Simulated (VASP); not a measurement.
Input:

```
CELL_PARAMETERS angstrom
      5.84314     0.00000     0.00000
      0.00000     5.84314     0.00000
      0.00000     0.00000     5.84314
ATOMIC_POSITIONS crystal
  Cs 0.00000 0.00000 0.00000
  Pb 0.50000 0.50000 0.50000
  Br 0.50000 0.00000 0.50000
  Br 0.00000 0.50000 0.50000
  Br 0.50000 0.50000 0.00000
```

The numbers are results of vdW-DF-cx, VASP's PBE PAW potentials (set 64) (plane waves; VASP), not measurements. Settings: 520 eV cut-off, 4×4×4 Γ-centred mesh, Gaussian smearing of 0.050 eV, potentials Cs_sv Pb_d Br.

Unless said otherwise, spin-orbit coupling is left out, though it shifts the bands of the heavy elements here.

**Question.** Predict the energy per atom (σ→0), band gap (on the k-mesh) with the smallest direct gap where there is one.

**Answer.** 
```
Property                                         Value
-----------------------------------  -----------------
band gap (on the k-mesh)                       1.46 eV
smallest direct gap (on the k-mesh)            1.46 eV
energy per atom (σ→0)                -90.9 kJ/mol-atom
```

Total energies compare only between runs with the same potentials, cut-off and functional.

The compound is CsPbBr3 in the cubic perovskite structure, the ideal cubic form; the compound distorts at low or room temperature. This cell is one point of a volume scan, at 0.97 of the reference volume.
